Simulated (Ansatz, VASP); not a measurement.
# EuCd2Sb2: VASP beside Ansatz

Wanted: the spread between two codes on one cell, functional and k mesh. The cell is taken from a series of VASP runs on this material, whose earlier steps may have relaxed, scaled or displaced it; both programs get it as it stands. Other levels of theory on this material are compared in a session of their own.

Program: Ansatz 0.2.0. Level of theory: plane waves, with VASP 6.6.1 beside it; band structure at r2SCAN with rVV10, DFT+U and band structure at r2SCAN with rVV10, DFT+U, spin-orbit coupling. Results are calculated unless marked as measured.

## 1. The structure

The structure is trigonal, space group P-3m1 (No. 164). The conventional cell has a = 4.719 Å, b = 4.719 Å, c = 7.723 Å, α = 90.00°, β = 90.00°, γ = 120.00°. Eu has 6 Sb at 3.33 Å nearest. Nearest to Cd lie 4 Sb at 2.88 to 2.98 Å. Sb has 4 Cd at 2.88 to 2.98 Å and 3 Eu at 3.33 Å nearest. Farther neighbours are not listed.

## 2. Ansatz: band structure, r2SCAN with rVV10, DFT+U

Ansatz runs on its default PAW (the set named soft_2) files.

With cell and atoms fixed, the geometry can't cause a difference; cores, projectors, grids and the points listed under the comparison can.

The input, input.yaml:

```yaml
crystal:
  lattice:
    - [4.7192147267, 0.0, 0.0]
    - [-2.3596073633, 4.0869598392, 0.0]
    - [0.0, 0.0, 7.7228826257]
  atoms:
    - { symbol: Eu, position: [0.0, 0.0, 0.0], spin: 6.668 }
    - { symbol: Cd, position: [0.66666667, 0.33333333, 0.367051178], spin: -0.009 }
    - { symbol: Cd, position: [0.33333333, 0.66666667, 0.632948822], spin: -0.009 }
    - { symbol: Sb, position: [0.66666667, 0.33333333, 0.7531574758], spin: -0.026 }
    - { symbol: Sb, position: [0.33333333, 0.66666667, 0.2468425242], spin: -0.026 }
hamiltonian:
  xc: r2scan
  pseudopotentials: { kind: paw }
  dispersion: rvv10
  hubbard: { sites: [{ species: Eu, l: f, u_eff: 6.0 }] }
magnetization:
  spin_polarized: true
kpoints:
  mp_grid: { grid: [6, 6, 3] }
  band_path:
    path:
      - [0.0, 0.0, 0.0]
      - [0.13333, 0.0, 0.0]
      - [0.3, 0.0, 0.0]
      - [0.46667, 0.0, 0.0]
      - [0.46667, 0.06667, 0.0]
      - [0.41111, 0.17778, 0.0]
      - [0.35556, 0.28889, 0.0]
      - [0.28889, 0.28889, 0.0]
      - [0.17778, 0.17778, 0.0]
      - [0.06667, 0.06667, 0.0]
      - [0.0, 0.0, 0.03333]
      - [0.0, 0.0, 0.2]
      - [0.0, 0.0, 0.36667]
      - [0.0, 0.0, 0.5]
      - [0.16667, 0.0, 0.5]
      - [0.3, 0.0, 0.5]
      - [0.46667, 0.0, 0.5]
      - [0.46667, 0.06667, 0.5]
      - [0.41111, 0.17778, 0.5]
      - [0.35556, 0.28889, 0.5]
      - [0.28889, 0.28889, 0.5]
      - [0.17778, 0.17778, 0.5]
      - [0.06667, 0.06667, 0.5]
      - [0.5, 0.0, 0.46667]
      - [0.5, 0.0, 0.3]
      - [0.5, 0.0, 0.13333]
      - [0.33333, 0.33333, 0.0]
      - [0.33333, 0.33333, 0.16667]
      - [0.33333, 0.33333, 0.33333]
      - [0.33333, 0.33333, 0.5]
    npoints: 1
scf:
  occupations: { method: methfessel_paxton, width: 0.2 }
  n_extra_bands: 13
output:
  forces: true
  stress: true
  eigenvalues: true
```

Launch:

```
> ansatz run input.yaml --threads 2 --pin off --max-ram 4608MiB --backend cpu --events-out ev --progress --plain --runs-dir out
```

Numbers of over 12 decimals in the logs are rounded to 6 here.

What it wrote:

```text
Eu: projections on atomic orbitals take those of the free atom [Kr 4d10] 4f7 5s2 5p6 5d0 6s2, of charge +0.00 (hamiltonian.pseudopotentials.projection_atoms); the dataset's partial waves leave at most 1.0e-3 of an orbital's norm unspanned inside its sphere
Cd: projections on atomic orbitals take those of the free atom [Ar 3d10] 4s2 4p6 4d10 5s2, of charge +0.00 (hamiltonian.pseudopotentials.projection_atoms); the dataset's partial waves leave at most 1.3e-5 of an orbital's norm unspanned inside its sphere
Sb: projections on atomic orbitals take those of the free atom [Kr] 4d10 5s2 5p3, of charge +0.00 (hamiltonian.pseudopotentials.projection_atoms); the dataset's partial waves leave at most 3.6e-6 of an orbital's norm unspanned inside its sphere
scf.n_extra_bands = 13 over 44 filled bands (N_el = 87.0): the run solves 57 bands
Engine: ansatz 0.2.0, aarch64-unknown-linux-gnu
Pseudopotentials: kind: paw
Pseudopotential: Eu, paw, valence charge 17, recommended cutoff 500 eV (meta_gga), Eu.paw.azcp
Pseudopotential: Cd, paw, valence charge 20, recommended cutoff 500 eV (meta_gga), Cd.paw.azcp
Pseudopotential: Sb, paw, valence charge 15, recommended cutoff 500 eV (meta_gga), Sb.paw.azcp
Functional definition: r2SCAN+rVV10
  parameter k0 = 0.174
  parameter k1 = 0.065
  parameter a1 = 4.9479
  exchange = r2scan_x(k0 = k0, k1 = k1, a1 = a1)
  correlation = r2scan_c + rvv10(11.95, 0.0093)
Crystal: 5 atoms, lattice volume = 148.953 Å³
Basis set: ecut = 500 eV, 3791 PW (Γ), exchange–correlation on 160×160×256 points (64 copies of the dense FFT grid, shifted against one another)
Bands: 57, of which v1, the nominal top of the filled ones, is band 44 counted from 1 (43 counted from 0)
Symmetry: 12 space group operations
Space group: P-3m1 (ITA 164), of the structure as read, at distance tolerance 5.3e-5 Å
Magnetic group: BNS 164.85 (UNI 1315), of the structure as read, at distance tolerance 5.3e-5 Å
k-points: 17 of 108
Non-local potential: Eu, projectors of the file, l = 0: 3, l = 1: 2, l = 2: 2, l = 3: 3
Non-local potential: Cd, projectors of the file, l = 0: 3, l = 1: 2, l = 2: 2, l = 3: 1
Non-local potential: Sb, projectors of the file, l = 0: 2, l = 1: 2, l = 2: 2, l = 3: 2
PAW form: soft (Blöchl's): semilocal exchange-correlation on the pseudo side does not see the compensation charge
rVV10 density: all electrons in the spheres
PAW frozen core: Eu, regenerated for the run's functional (the file was generated under x = pbe(κ = 0.804, μ = 0.219515), c = pbe(β = 0.066725))
PAW frozen core: Cd, regenerated for the run's functional (the file was generated under x = pbe(κ = 0.804, μ = 0.219515), c = pbe(β = 0.066725))
PAW frozen core: Sb, regenerated for the run's functional (the file was generated under x = pbe(κ = 0.804, μ = 0.219515), c = pbe(β = 0.066725))
PAW one-centre angular grid: Eu, 2702 points (default); XC on 160 Gauss nodes
PAW one-centre angular grid: Cd, 590 points (default); XC on 160 Gauss nodes
PAW one-centre angular grid: Sb, 590 points (default); XC on 160 Gauss nodes
Initial density: superposition of atomic densities (chi_scale 0.1, normalization cell)
Starting moments: Σ|m| = 6.738 μB on 5 of 5 sites
Initial wavefunctions: pseudopotential atomic-orbital guess
Functional: x = r2scan, c = r2scan + rvv10(b = 11.95, C = 0.0093); τ floored in thin density (d = 2e-4 eV/Å³)
SCF iter   1: F=—  HF=-38304.547250 eV  |F-HF|=—  |Δ(HF+E_count)|=         —  Δρ=1.74e-1 (↑1.74e-1 ↓1.33e-1)  dr2=7.14e0  dr2_τ=2.81e-1  dr2_m=3.19e1  M=7.004 μB ∫|m|=7.681 μB  β_m=0.30  ethr=3.10e-3  ⟨swp⟩=6.5  Hψ=6891  notcnv=0
preconditioner: auto → Resta (q_TF=auto, 2.494 Å⁻¹)  ε∞=4.8  [insulator: Δε(μ)=0.180 eV  Ē_g=10.548 eV  σ=0.200 eV  W_gap=0.68  n_scr=36 (ndim 8)  ℏωp=20.6 eV  f_vac=0.033  D(μ)=0.29/eV (n_scr^D=0)  ε∞_Penn≈4.8]
spin=Collinear: Resta preconditioning applied to the charge; magnetization (m = ρ↑ − ρ↓) channel mixes plain (no charge-response kernel on spin).
SCF iter   2: F=—  HF=-38305.401818 eV  |F-HF|=—  |Δ(HF+E_count)|=   8.55e-1  S|Δr|=    0.00e0  Δρ=1.17e-1 (↑1.17e-1 ↓9.51e-2)  dr2=2.25e0  dr2_τ=1.43e-1  dr2_m=1.52e1  M=6.999 μB ∫|m|=7.541 μB  β_m=1.00  ethr=3.10e-3  ⟨swp⟩=3.0  Hψ=3640  notcnv=0  defer=209  κ⁻¹=1.0e0(r=1)
SCF iter   3: F=—  HF=-38300.426646 eV  |F-HF|=—  |Δ(HF+E_count)|=    4.98e0  S|Δr|=    0.00e0  Δρ=1.24e-2 (↑1.20e-2 ↓1.24e-2)  dr2=2.10e-1  dr2_τ=3.71e-2  dr2_m=1.55e-1  M=6.998 μB ∫|m|=7.337 μB  β_m=0.30  ethr=2.58e-3  ⟨swp⟩=3.6  Hψ=4224  notcnv=0  defer=202  κ⁻¹=5.0e-3(r=2)
SCF iter   4: F=—  HF=-38304.063548 eV  |F-HF|=—  |Δ(HF+E_count)|=    3.64e0  S|Δr|=    0.00e0  Δρ=1.03e-2 (↑1.03e-2 ↓5.98e-3)  dr2=4.57e-2  dr2_τ=4.14e-3  dr2_m=8.79e-2  M=6.996 μB ∫|m|=7.324 μB  β_m=0.30  ethr=2.42e-4  ⟨swp⟩=2.5  Hψ=3753  notcnv=0  defer=178  κ⁻¹=2.2e-3(r=3)
SCF iter   5: F=—  HF=-38306.027226 eV  |F-HF|=—  |Δ(HF+E_count)|=    1.96e0  S|Δr|=    0.00e0  Δρ=6.37e-3 (↑6.37e-3 ↓2.76e-3)  dr2=3.67e-2  dr2_τ=2.26e-3  dr2_m=2.60e-2  M=6.996 μB ∫|m|=7.304 μB  β_m=0.30  ethr=5.25e-5  ⟨swp⟩=2.1  Hψ=3108  notcnv=0  defer=178  κ⁻¹=3.1e-5(r=4)
[...]
SCF iter   9: F=—  HF=-38307.611001 eV  |F-HF|=—  |Δ(HF+E_count)|=   1.19e-1  S|Δr|=    0.00e0  Δρ=3.51e-4 (↑3.51e-4 ↓3.04e-4)  dr2=1.93e-4  dr2_τ=2.75e-5  dr2_m=1.12e-4  M=6.998 μB ∫|m|=7.249 μB  β_m=1.20  ethr=2.67e-6  ⟨swp⟩=2.0  Hψ=3178  notcnv=0  defer=178  κ⁻¹=1.1e-1(r=2)
SCF iter  10: F=—  HF=-38307.677164 eV  |F-HF|=—  |Δ(HF+E_count)|=   6.62e-2  S|Δr|=    0.00e0  Δρ=3.12e-4 (↑2.77e-4 ↓3.12e-4)  dr2=1.13e-4  dr2_τ=5.03e-5  dr2_m=1.01e-4  M=6.998 μB ∫|m|=7.246 μB  β_m=1.20  ethr=2.22e-7  ⟨swp⟩=3.0  Hψ=3486  notcnv=0  defer=178  κ⁻¹=1.9e-3(r=3)
SCF iter  11: F=—  HF=-38307.733003 eV  |F-HF|=—  |Δ(HF+E_count)|=   5.58e-2  S|Δr|=    0.00e0  Δρ=1.54e-4 (↑1.54e-4 ↓1.46e-4)  dr2=3.19e-5  dr2_τ=9.94e-6  dr2_m=2.58e-5  M=6.998 μB ∫|m|=7.242 μB  β_m=1.20  ethr=1.30e-7  ⟨swp⟩=3.1  Hψ=4162  notcnv=0  defer=178  κ⁻¹=1.2e-3(r=4)
SCF iter  12: F=—  HF=-38307.741152 eV  |F-HF|=—  |Δ(HF+E_count)|=   8.15e-3  S|Δr|=    0.00e0  Δρ=3.97e-5 (↑3.97e-5 ↓3.59e-5)  dr2=1.15e-5  dr2_τ=1.10e-7  dr2_m=1.24e-7  M=6.998 μB ∫|m|=7.240 μB  β_m=1.20  ethr=3.67e-8  ⟨swp⟩=3.1  Hψ=4315  notcnv=0  defer=178  κ⁻¹=9.7e-5(r=5)
SCF iter  13: F=—  HF=-38307.741043 eV  |F-HF|=—  |Δ(HF+E_count)|=   1.09e-4  S|Δr|=    0.00e0  Δρ=2.64e-5 (↑2.64e-5 ↓2.50e-5)  dr2=5.23e-6  dr2_τ=6.73e-8  dr2_m=9.90e-8  M=6.998 μB ∫|m|=7.240 μB  β_m=1.20  ethr=1.33e-8  ⟨swp⟩=2.0  Hψ=2525  notcnv=0  defer=178  κ⁻¹=4.3e-5(r=6)
SCF iter  14: F=—  HF=-38307.741005 eV  |F-HF|=—  |Δ(HF+E_count)|=   3.77e-5  S|Δr|=    0.00e0  Δρ=9.13e-6 (↑9.13e-6 ↓9.00e-6)  dr2=6.24e-7  dr2_τ=1.25e-8  dr2_m=1.47e-8  M=6.998 μB ∫|m|=7.240 μB  β_m=1.20  ethr=6.01e-9  ⟨swp⟩=2.0  Hψ=2968  notcnv=0  defer=178  κ⁻¹=2.6e-6(r=7)
SCF iter  15: F=—  HF=-38307.741036 eV  |F-HF|=—  |Δ(HF+E_count)|=   3.11e-5  S|Δr|=    0.00e0  Δρ=5.11e-6 (↑5.11e-6 ↓3.76e-6)  dr2=1.12e-7  dr2_τ=1.60e-9  dr2_m=5.77e-9  M=6.998 μB ∫|m|=7.241 μB  β_m=1.20  ethr=7.18e-10  ⟨swp⟩=3.0  Hψ=3201  notcnv=0  defer=178  κ⁻¹=1.2e-6(r=8)
SCF iter  16: F=—  HF=-38307.741036 eV  |F-HF|=—  |Δ(HF+E_count)|=   1.72e-7  S|Δr|=    0.00e0  Δρ=4.08e-6 (↑4.08e-6 ↓2.98e-6)  dr2=3.90e-8  dr2_τ=9.66e-10  dr2_m=1.71e-9  M=6.998 μB ∫|m|=7.241 μB  β_m=1.20  ethr=1.15e-10  ⟨swp⟩=17.3  Hψ=11463  notcnv=0  κ⁻¹=1.9e-6(r=8)
SCF iter  17: F=—  HF=-38307.741035 eV  |F-HF|=—  |Δ(HF+E_count)|=   1.01e-6  S|Δr|=    0.00e0  Δρ=2.46e-6 (↑2.46e-6 ↓1.56e-6)  dr2=1.45e-8  dr2_τ=1.52e-10  dr2_m=5.33e-10  M=6.998 μB ∫|m|=7.241 μB  β_m=1.20  ethr=4.48e-11  ⟨swp⟩=4.8  Hψ=6104  notcnv=0  κ⁻¹=1.6e-5(r=8)
SCF iter  18: F=-38307.741035 eV  HF=-38307.741035 eV  |F-HF|=3.55e-9  |Δ(HF+E_count)|=   7.06e-8  S|Δr|=    0.00e0  Δρ=1.19e-6 (↑1.19e-6 ↓6.25e-7)  dr2=3.36e-9  dr2_τ=4.35e-11  dr2_m=2.32e-10  M=6.998 μB ∫|m|=7.241 μB  ethr=1.67e-11  ⟨swp⟩=4.7  Hψ=6169  notcnv=0
SCF 1 converged in 18 iterations: F = -38307.741035 eV  dr2 = 3.36e-9
  greatest PAW one-centre occupation: 1.001 electrons in one spin orbital (limit 2), on the Cd atom at site 2 (counted from 0), in its partial waves of l = 1
this state was not tested for a lower state beside it, because cold or Methfessel-Paxton smearing, or corrected tetrahedra, fill the levels in a way that the test cannot read (fill_not_monotonic; see scf.lower_state_search)
NSCF: frozen V_eff on 30 k-points
SCF converged after 18 iterations
Magnetization: 6.9976 μB (46.9988 up, 40.0012 down)
Absolute magnetization: 7.2426 μB (∫|ρ↑−ρ↓|, with the PAW one-centre terms)
Spin contamination: 0.0206 ħ² per cell (⟨S²⟩ above its minimum at these occupations)
Per-site moments (μB) at R_I (Å): [(6.968821, 1.371696), (-0.00946169, 1.187363), (-0.00946169, 1.187363), (-0.026871, 1.187363), (-0.026871, 1.187363)]
Free energy (F): -38307.741035 eV
Harris-Foulkes:  -38307.741035 eV  (|F-HF|=3.55e-9)
Internal energy: -38307.741621 eV  (E = F + TS)
E sigma→0 (E₀):  -38307.741182 eV
Entropy (-TS):   0.000586 eV (0.117 meV/atom)
Fermi energy:    10.608983 eV
Step filling:    the computed levels leave a gap of 0.2232 eV = 1.1 smearing widths at the electron count; against every level under it full and every level over it empty, smearing changes F+E_penalty+E_count by +0.526 meV and its σ→0 estimate by +0.380 meV
--- Per-component energies (eV) ---
  E_band       = -1365.679038
  E_kinetic    = 1773.255907
  E_local      = -12712.530413  (includes V_loc(G=0)·N_el)
  E_nonlocal   = 1277.164770
  E_hartree    = 5771.380740
  E_xc         = -751.502076
  E_vxc        = -919.876762  (∫ρ·V_xc dr)
  E_hubbard    = 0.070284  (on-site DFT+U / exact-exchange correction)
  E_vhub       = -20.846759  (the Hubbard potential's part of the band-sum identity)
  E_paw        = -23829.916217  (= ΣΔE_a)
  E_vpaw       = -2367.175837  (= ΣTr[D̂ρ^β])
  E_aug_tail   = 0.000009  (compensation charges beyond the density's cutoff)
  E_vtau       = 61.569792  (kinetic-family band-sum trace: ∫τ·v_τ [+ j·A + Jᵃ·Aᵃ] dr)
  E_ewald      = -9835.827901
  E_core_change = 0.163276  (= ΣΔE_core)
  E_smearing   = 0.000586  (= −TS)
  E_closure    = 0.000000  (closes the sum)
  Σ components = -38307.741035   (vs F -38307.741035, Δ=0.00e0)
--- Forces (eV/Å), atoms counted from 1 ---
  atom   1  Eu     0.00000000    -0.00000000     0.00000000
  atom   2  Cd     0.00000000     0.00000000     0.00666787
  atom   3  Cd     0.00000000    -0.00000000    -0.00666787
  atom   4  Sb    -0.00000000     0.00000000    -0.00229080
  atom   5  Sb    -0.00000000    -0.00000000     0.00229080
  max |Σ_I F_I| component: 1.85e-17 eV/Å
--- Stress (GPa, compression-positive) ---
       -0.278866       0.000000       0.000000
       -0.000000      -0.278866      -0.000000
        0.000000      -0.000000      -0.308483
  P = ⅓ Tr σ = -0.2887 GPa (-2.887 kbar)
--- Band table (eV; the first three rows and the last of 34) ---
  k-point 0 ↑: bands = [... 40 lower, 7.8629, 7.9115, 8.8436, 8.8436, 10.4328, 10.4973, 10.4973, 10.8117, ... 9 higher]
  k-point 1 ↑: bands = [... 40 lower, 7.8634, 7.9115, 8.8378, 9.0924, 9.0924, 10.0036, 10.0036, 10.7206, ... 9 higher]
  k-point 2 ↑: bands = [... 40 lower, 7.8541, 7.8843, 7.9421, 8.7310, 8.8411, 9.8772, 9.9693, 11.5574, ... 9 higher]
  k-point 16 ↓: bands = [... 40 lower, 12.5353, 12.5353, 13.6158, 14.4730, 14.4730, 14.6977, 15.6658, 15.6658, ... 9 higher]
Occupation matrices written to <dir>
```

Wall time 63 s (2 threads of Arm Neoverse V1, shared host); peak memory 1.3 GiB.

(Part 1 of 3 ends here.)

[Lines on the potential files, build, host, timing and source positions are cut from VASP's logs without a mark.]

[Logs are printed without paths, hosts, clocks, repeated set-up lines and the standing remarks that a program may print on its own settings, such as how far it seeks lower states.]

[Hosts, paths, dates, database ids (printed as entryN), source tags and the programs' standing remarks are cut or masked in the printed files.]
